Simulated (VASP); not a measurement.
Computed with TPSS meta-GGA, VASP's PBE PAW potentials (set 64) (plane waves; VASP).

VASP ran on this input.

### KPOINTS
```
Automatic
0
Gamma
 9 9 9
```

### POSCAR
```
Rb
1
   -2.9171586078     2.9171586078     2.9171586078
    2.9171586078    -2.9171586078     2.9171586078
    2.9171586078     2.9171586078    -2.9171586078
Rb
1
Direct
  1.0000000000   1.0000000000   1.0000000000
```

**INCAR**
```
SYSTEM  =  Rb
PREC  =  Accurate; ENCUT  =  520; LREAL  =  .FALSE.
LASPH  =  .TRUE.
EDIFF  =  1E-7; NELM  =  100; ALGO  =  Normal
LMAXMIX  =  4; LMIXTAU  =  .TRUE.
ISMEAR  =  1; SIGMA  =  0.1
METAGGA  =  TPSS
ISIF  =  2
LWAVE  =  .FALSE.; LCHARG  =  .FALSE.
```

POTCAR, in this order: Rb_sv (PBE.64 set). Program: vasp_std.

Output of the run:

File OUTCAR:
```
 ion  position               nearest neighbor table
   1  0.000  0.000  0.000-
  LATTYP: Found a body centered cubic cell.
 ALAT       =     5.8343172156
 Subroutine PRICEL returns:
 Original cell was already a primitive cell.
 Subroutine GETGRP returns: Found 48 space group operations
The static configuration has the point symmetry O_h .
The dynamic configuration has the point symmetry O_h .
 Subroutine INISYM returns: Found 48 space group operations
 Subroutine IBZKPT returns following result:
 Found     35 irreducible k-points:

 Following reciprocal coordinates:
            Coordinates               Weight
  0.000000  0.000000  0.000000      1.000000
  0.111111  0.000000  0.000000     12.000000
  0.222222  0.000000  0.000000     12.000000
  0.333333  0.000000  0.000000     12.000000
  0.444444  0.000000  0.000000     12.000000
  0.111111  0.111111  0.000000     24.000000
  0.222222  0.111111  0.000000     48.000000
  0.333333  0.111111  0.000000     48.000000
  0.444444  0.111111  0.000000     24.000000
  0.222222  0.222222  0.000000     24.000000
  0.333333  0.222222  0.000000     48.000000
  0.333333  0.333333  0.000000      8.000000
  0.111111  0.111111  0.111111      8.000000
  0.222222  0.111111  0.111111     24.000000
  0.333333  0.111111  0.111111     24.000000
 -0.111111  0.111111  0.111111      6.000000
  0.222222  0.222222  0.111111     24.000000
  0.333333  0.222222  0.111111     24.000000
 -0.222222  0.222222  0.111111     24.000000
 -0.333333  0.333333  0.111111     24.000000
 -0.222222  0.333333  0.111111     24.000000
 -0.444444  0.444444  0.111111     24.000000
 -0.333333  0.444444  0.111111     48.000000
 -0.444444 -0.444444  0.111111     24.000000
 -0.333333 -0.444444  0.111111     24.000000
  0.222222  0.222222  0.222222      8.000000
 -0.222222  0.222222  0.222222      6.000000
 -0.333333  0.333333  0.222222     24.000000
 -0.444444  0.444444  0.222222     24.000000
 -0.333333  0.444444  0.222222     24.000000
 -0.444444 -0.444444  0.222222     24.000000
 -0.333333  0.333333  0.333333      6.000000
 -0.444444  0.444444  0.333333     24.000000
 -0.444444 -0.444444  0.333333      8.000000
 -0.444444  0.444444  0.444444      6.000000
   k-points           NKPTS =     35   k-points in BZ     NKDIM =     35   number of bands    NBANDS=      8
   number of dos      NEDOS =    301   number of ions     NIONS =      1
   total plane-waves  NPLWV =  64000
   dimension x,y,z NGX =    40 NGY =   40 NGZ =   40
   dimension x,y,z NGXF=    80 NGYF=   80 NGZF=   80
   ions per type =               1
   PREC   = accura    normal or accurate (medium, high low for compatibility)
   ISTART =      0    job   : 0-new  1-cont  2-samecut
   ICHARG =      2    charge: 1-file 2-atom 10-const
   ISPIN  =      1    spin polarized calculation?
   LNONCOLLINEAR =      F non collinear calculations
   LSORBIT =      F    spin-orbit coupling
   INIWAV =      1    electr: 0-lowe 1-rand  2-diag
   ENCUT  =  520.0 eV  38.22 Ry    6.18 a.u.   9.39  9.39  9.39*2*pi/ulx,y,z
   NELM   =    100;   NELMIN=  2; NELMDL= -5     # of ELM steps
   EDIFF  = 0.1E-06   stopping-criterion for ELM
   LREAL  =      F    real-space projection
   NLSPLINE    = F    spline interpolate recip. space projectors
   LMAXMIX     =    4 max onsite mixed and CHGCAR
   VOSKOWN=      0    Vosko Wilk Nusair interpolation
   EDIFFG = 0.1E-05   stopping-criterion for IOM
   NSW    =      0    number of steps for IOM
   NBLOCK =      1;   KBLOCK =      1    inner block; outer block
   IBRION =     -1    ionic relax: 0-MD 1-quasi-New 2-CG
   NFREE  =      0    steps in history (QN), initial steepest desc. (CG)
...
```

OSZICAR:
```
...
DAV:  12     0.107529495908E+03   -0.31300E+03   -0.31133E+03  1064   0.334E+02    0.429E+01
DAV:  13    -0.445578996140E+01   -0.11199E+03   -0.94157E+02   896   0.112E+02    0.667E+00
DAV:  14    -0.922331882642E+01   -0.47675E+01   -0.44086E+01   832   0.529E+01    0.102E+00
DAV:  15    -0.962573177093E+01   -0.40241E+00   -0.87856E-01   808   0.618E+00    0.802E-01
DAV:  16    -0.962840787847E+01   -0.26761E-02   -0.27011E-01   680   0.532E+00    0.823E-01
DAV:  17    -0.967865553622E+01   -0.50248E-01   -0.98298E-02   776   0.306E+00    0.861E-01
DAV:  18    -0.961858720313E+01    0.60068E-01   -0.84231E-02   616   0.262E+00    0.810E-01
DAV:  19    -0.958113779041E+01    0.37449E-01   -0.26904E-02   632   0.213E+00    0.767E-01
DAV:  20    -0.959823364480E+01   -0.17096E-01   -0.20487E-02   592   0.182E+00    0.732E-01
DAV:  21    -0.960268166532E+01   -0.44480E-02   -0.72438E-03   608   0.118E+00    0.675E-01
DAV:  22    -0.961874830419E+01   -0.16067E-01   -0.13127E-02   616   0.136E+00    0.641E-01
DAV:  23    -0.961945518251E+01   -0.70688E-03   -0.38492E-04   752   0.237E-01    0.642E-01
DAV:  24    -0.962512502471E+01   -0.56698E-02   -0.88411E-04   624   0.300E-01    0.627E-01
DAV:  25    -0.964881001434E+01   -0.23685E-01   -0.68074E-03   560   0.679E-01    0.581E-01
DAV:  26    -0.966072756996E+01   -0.11918E-01   -0.27476E-03   584   0.465E-01    0.546E-01
DAV:  27    -0.966620179096E+01   -0.54742E-02   -0.11893E-03   560   0.362E-01    0.521E-01
DAV:  28    -0.967447524456E+01   -0.82735E-02   -0.19333E-03   592   0.401E-01    0.486E-01
DAV:  29    -0.966448165546E+01    0.99936E-02   -0.32372E-03   560   0.804E-01    0.422E-01
DAV:  30    -0.966159940737E+01    0.28822E-02   -0.15427E-03   560   0.592E-01    0.395E-01
DAV:  31    -0.965416242583E+01    0.74370E-02   -0.88608E-03   560   0.176E+00    0.351E-01
DAV:  32    -0.963796986701E+01    0.16193E-01   -0.12518E-02   560   0.165E+00    0.267E-01
DAV:  33    -0.963664488845E+01    0.13250E-02   -0.27177E-04   632   0.192E-01    0.259E-01
DAV:  34    -0.963116913104E+01    0.54758E-02   -0.10469E-03   560   0.377E-01    0.206E-01
DAV:  35    -0.957460205630E+01    0.56567E-01   -0.28493E-02   560   0.178E+00    0.102E-01
DAV:  36    -0.955499911351E+01    0.19603E-01   -0.10349E-02   560   0.135E+00    0.913E-02
DAV:  37    -0.957403726632E+01   -0.19038E-01   -0.61093E-03   560   0.867E-01    0.102E-01
DAV:  38    -0.957378677035E+01    0.25050E-03   -0.89208E-04   560   0.434E-01    0.978E-02
DAV:  39    -0.957577663667E+01   -0.19899E-02   -0.13975E-03   560   0.520E-01    0.947E-02
DAV:  40    -0.958509541102E+01   -0.93188E-02   -0.12982E-02   560   0.143E+00    0.855E-02
DAV:  41    -0.959198526525E+01   -0.68899E-02   -0.18566E-03   568   0.413E-01    0.904E-02
DAV:  42    -0.959163486147E+01    0.35040E-03   -0.52448E-05   712   0.776E-02    0.890E-02
DAV:  43    -0.959230713395E+01   -0.67227E-03   -0.38541E-05   576   0.719E-02    0.892E-02
DAV:  44    -0.959297439152E+01   -0.66726E-03   -0.37512E-05   592   0.735E-02    0.910E-02
DAV:  45    -0.959107983118E+01    0.18946E-02   -0.22850E-04   560   0.158E-01    0.916E-02
DAV:  46    -0.959113396294E+01   -0.54132E-04   -0.12222E-04   560   0.134E-01    0.849E-02
DAV:  47    -0.959348093440E+01   -0.23470E-02   -0.37767E-04   560   0.192E-01    0.780E-02
DAV:  48    -0.959515357144E+01   -0.16726E-02   -0.48678E-04   560   0.253E-01    0.685E-02
DAV:  49    -0.959570761975E+01   -0.55405E-03   -0.15048E-04   560   0.156E-01    0.635E-02
DAV:  50    -0.959383602693E+01    0.18716E-02   -0.14855E-03   560   0.403E-01    0.423E-02
DAV:  51    -0.958492391189E+01    0.89121E-02   -0.45952E+01   560   0.189E+03    0.268E-02
DAV:  52    -0.958189612495E+01    0.30278E-02   -0.14158E-02  1112   0.147E+01    0.265E-02
DAV:  53    -0.958447191922E+01   -0.25758E-02   -0.11544E-02  1120   0.308E+00    0.265E-02
DAV:  54    -0.958526254151E+01   -0.79062E-03   -0.32167E-03  1112   0.195E+00    0.272E-02
DAV:  55    -0.958387844395E+01    0.13841E-02   -0.40168E-03  1112   0.338E+00    0.264E-02
DAV:  56    -0.959245353110E+01   -0.85751E-02   -0.89914E-02   560   0.384E+00    0.290E-02
DAV:  57    -0.959394849275E+01   -0.14950E-02   -0.21845E-04   584   0.164E-01    0.322E-02
DAV:  58    -0.438791453174E+05   -0.43870E+05   -0.43583E+05  1032   0.676E+01    0.841E+01
DAV:  59     0.360039550474E+03    0.44239E+05   -0.23398E+04   872   0.144E+03    0.131E+02
DAV:  60     0.317443351378E+02   -0.32830E+03   -0.33639E+03  1024   0.370E+02    0.505E+01
DAV:  61    -0.118879626604E+02   -0.43632E+02   -0.32284E+02  1040   0.102E+02    0.124E+01
DAV:  62    -0.939143632039E+01    0.24965E+01   -0.82807E+00   856   0.226E+01    0.402E+00
DAV:  63    -0.944713320859E+01   -0.55697E-01   -0.79957E-01   760   0.568E+00    0.340E+00
DAV:  64    -0.936688574323E+01    0.80247E-01   -0.24374E-01   752   0.511E+00    0.158E+00
DAV:  65    -0.937432321936E+01   -0.74375E-02   -0.12338E-01   624   0.282E+00    0.119E+00
DAV:  66    -0.926397959736E+01    0.11034E+00   -0.78741E-02   720   0.230E+00    0.112E+00
DAV:  67    -0.929658309561E+01   -0.32603E-01   -0.25094E-02   608   0.143E+00    0.111E+00
DAV:  68    -0.934715727884E+01   -0.50574E-01   -0.14273E-02   600   0.996E-01    0.112E+00
DAV:  69    -0.938648161383E+01   -0.39324E-01   -0.47513E-02   600   0.206E+00    0.135E+00
DAV:  70    -0.934849121652E+01    0.37990E-01   -0.13508E-01   688   0.341E+00    0.179E+00
DAV:  71    -0.935196365045E+01   -0.34724E-02   -0.11499E-02   648   0.138E+00    0.171E+00
DAV:  72    -0.933763848985E+01    0.14325E-01   -0.26116E-03   824   0.634E-01    0.161E+00
DAV:  73    -0.933748463111E+01    0.15386E-03   -0.45554E-05   832   0.969E-02    0.160E+00
DAV:  74    -0.933275060333E+01    0.47340E-02   -0.11566E-03   624   0.391E-01    0.151E+00
DAV:  75    -0.928356611419E+01    0.49184E-01   -0.12237E-02   616   0.110E+00    0.133E+00
DAV:  76    -0.930810813549E+01   -0.24542E-01   -0.23187E-02   576   0.180E+00    0.117E+00
DAV:  77    -0.930891414005E+01   -0.80600E-03   -0.17533E-02   696   0.135E+00    0.107E+00
DAV:  78    -0.934013328691E+01   -0.31219E-01   -0.15465E-02   560   0.129E+00    0.101E+00
DAV:  79    -0.934944761483E+01   -0.93143E-02   -0.94108E-03   680   0.957E-01    0.840E-01
DAV:  80    -0.937316936041E+01   -0.23722E-01   -0.20553E-02   560   0.146E+00    0.632E-01
DAV:  81    -0.950850550966E+01   -0.13534E+00   -0.59757E-02   568   0.260E+00    0.423E-01
DAV:  82    -0.956920552008E+01   -0.60700E-01   -0.30589E-02   632   0.148E+00    0.443E-01
DAV:  83    -0.957040891913E+01   -0.12034E-02   -0.13214E-03   768   0.467E-01    0.467E-01
DAV:  84    -0.957548538918E+01   -0.50765E-02   -0.79176E-04   560   0.405E-01    0.426E-01
DAV:  85    -0.957850463737E+01   -0.30192E-02   -0.16339E-03   560   0.478E-01    0.388E-01
DAV:  86    -0.963927311067E+01   -0.60768E-01   -0.51116E-02   560   0.219E+00    0.267E-01
DAV:  87    -0.964266519097E+01   -0.33921E-02   -0.65095E-03   616   0.105E+00    0.243E-01
DAV:  88    -0.963128019635E+01    0.11385E-01   -0.19972E-03   560   0.634E-01    0.224E-01
DAV:  89    -0.962313260664E+01    0.81476E-02   -0.39479E-03   560   0.941E-01    0.227E-01
DAV:  90    -0.962531038223E+01   -0.21778E-02   -0.34833E-03   560   0.929E-01    0.215E-01
DAV:  91    -0.962015729772E+01    0.51531E-02   -0.22460E-03   560   0.699E-01    0.227E-01
DAV:  92    -0.961673022073E+01    0.34271E-02   -0.18305E-03   560   0.769E-01    0.215E-01
DAV:  93    -0.961488193382E+01    0.18483E-02   -0.23101E-03   560   0.844E-01    0.196E-01
DAV:  94    -0.960381934558E+01    0.11063E-01   -0.45039E-03   560   0.104E+00    0.147E-01
DAV:  95    -0.960429891967E+01   -0.47957E-03   -0.68407E-03   560   0.132E+00    0.123E-01
DAV:  96    -0.960315352981E+01    0.11454E-02   -0.12192E-02   560   0.156E+00    0.104E-01
DAV:  97    -0.959192672352E+01    0.11227E-01   -0.82409E-03   560   0.123E+00    0.913E-02
DAV:  98    -0.960071367108E+01   -0.87869E-02   -0.44946E-03   560   0.100E+00    0.100E-01
DAV:  99    -0.959017383627E+01    0.10540E-01   -0.48139E-03   560   0.101E+00    0.949E-02
DAV: 100    -0.959200925550E+01   -0.18354E-02   -0.41457E-03   560   0.956E-01
   1 F= -.95920093E+01 E0= -.95918382E+01  d E =-.513170E-03
```

### OUTCAR
```
------------------------ aborting loop EDIFF was not reached (unconverged)  ----------------------------
  FORCE on cell =-STRESS in cart. coord.  units (eV):
  Direction    XX          YY          ZZ          XY          YZ          ZX
  --------------------------------------------------------------------------------------
  Total       -0.2915030     -0.2915030     -0.2915030     -0.0000000     -0.0000000     -0.0000000
  in kB       -4.7034167     -4.7034167     -4.7034167     -0.0000000     -0.0000000     -0.0000000
  external PRESSURE =      -4.7034167 kB  Pullay stress =       0.0000000 kB
  volume of cell :       99.30
      direct lattice vectors                 reciprocal lattice vectors
    -2.917158608  2.917158608  2.917158608     0.000000000  0.171399662  0.171399662
     2.917158608 -2.917158608  2.917158608     0.171399662  0.000000000  0.171399662
     2.917158608  2.917158608 -2.917158608     0.171399662  0.171399662  0.000000000
 POSITION                                       TOTAL-FORCE (eV/Angst)
 -----------------------------------------------------------------------------------
      0.00000      0.00000      0.00000         0.000000      0.000000      0.000000
 -----------------------------------------------------------------------------------
    total drift:                                0.000000     -0.000000     -0.000000
  FREE ENERGIE OF THE ION-ELECTRON SYSTEM (eV)
  ---------------------------------------------------
  free  energy   TOTEN  =        -9.5920092555 eV

  energy  without entropy=       -9.5914960852  energy(sigma->0) =       -9.59183820
```
(Selected blocks of OUTCAR.)

**stdout**
```
...
DAV:  81    -0.950850550966E+01   -0.13534E+00   -0.59757E-02   568   0.260E+00    0.423E-01
DAV:  82    -0.956920552008E+01   -0.60700E-01   -0.30589E-02   632   0.148E+00    0.443E-01
DAV:  83    -0.957040891913E+01   -0.12034E-02   -0.13214E-03   768   0.467E-01    0.467E-01
DAV:  84    -0.957548538918E+01   -0.50765E-02   -0.79176E-04   560   0.405E-01    0.426E-01
DAV:  85    -0.957850463737E+01   -0.30192E-02   -0.16339E-03   560   0.478E-01    0.388E-01
DAV:  86    -0.963927311067E+01   -0.60768E-01   -0.51116E-02   560   0.219E+00    0.267E-01
DAV:  87    -0.964266519097E+01   -0.33921E-02   -0.65095E-03   616   0.105E+00    0.243E-01
DAV:  88    -0.963128019635E+01    0.11385E-01   -0.19972E-03   560   0.634E-01    0.224E-01
DAV:  89    -0.962313260664E+01    0.81476E-02   -0.39479E-03   560   0.941E-01    0.227E-01
DAV:  90    -0.962531038223E+01   -0.21778E-02   -0.34833E-03   560   0.929E-01    0.215E-01
DAV:  91    -0.962015729772E+01    0.51531E-02   -0.22460E-03   560   0.699E-01    0.227E-01
DAV:  92    -0.961673022073E+01    0.34271E-02   -0.18305E-03   560   0.769E-01    0.215E-01
DAV:  93    -0.961488193382E+01    0.18483E-02   -0.23101E-03   560   0.844E-01    0.196E-01
DAV:  94    -0.960381934558E+01    0.11063E-01   -0.45039E-03   560   0.104E+00    0.147E-01
DAV:  95    -0.960429891967E+01   -0.47957E-03   -0.68407E-03   560   0.132E+00    0.123E-01
DAV:  96    -0.960315352981E+01    0.11454E-02   -0.12192E-02   560   0.156E+00    0.104E-01
DAV:  97    -0.959192672352E+01    0.11227E-01   -0.82409E-03   560   0.123E+00    0.913E-02
DAV:  98    -0.960071367108E+01   -0.87869E-02   -0.44946E-03   560   0.100E+00    0.100E-01
DAV:  99    -0.959017383627E+01    0.10540E-01   -0.48139E-03   560   0.101E+00    0.949E-02
DAV: 100    -0.959200925550E+01   -0.18354E-02   -0.41457E-03   560   0.956E-01

 -----------------------------------------------------------------------------
|                                                                             |
|           W    W    AA    RRRRR   N    N  II  N    N   GGGG   !!!           |
|           W    W   A  A   R    R  NN   N  II  NN   N  G    G  !!!           |
|           W    W  A    A  R    R  N N  N  II  N N  N  G       !!!           |
|           W WW W  AAAAAA  RRRRR   N  N N  II  N  N N  G  GGG   !            |
|           WW  WW  A    A  R   R   N   NN  II  N   NN  G    G                |
|           W    W  A    A  R    R  N    N  II  N    N   GGGG   !!!           |
|                                                                             |
|     The electronic self-consistency was not achieved in the given           |
|     number of steps (NELM). The forces and other quantities evaluated       |
|     might not be reliable so examine the results carefully. If you find     |
|     spurious results, we suggest increasing NELM, if you were close to      |
|     convergence or switching to a different ALGO or adjusting the           |
|     density mixing parameters otherwise.                                    |
|                                                                             |
 -----------------------------------------------------------------------------

   1 F= -.95920093E+01 E0= -.95918382E+01  d E =-.513170E-03
```

Convergence was not reached.

The compound is Rb in the bcc structure. This cell is one point of a volume scan, at 1.03 of the reference volume.
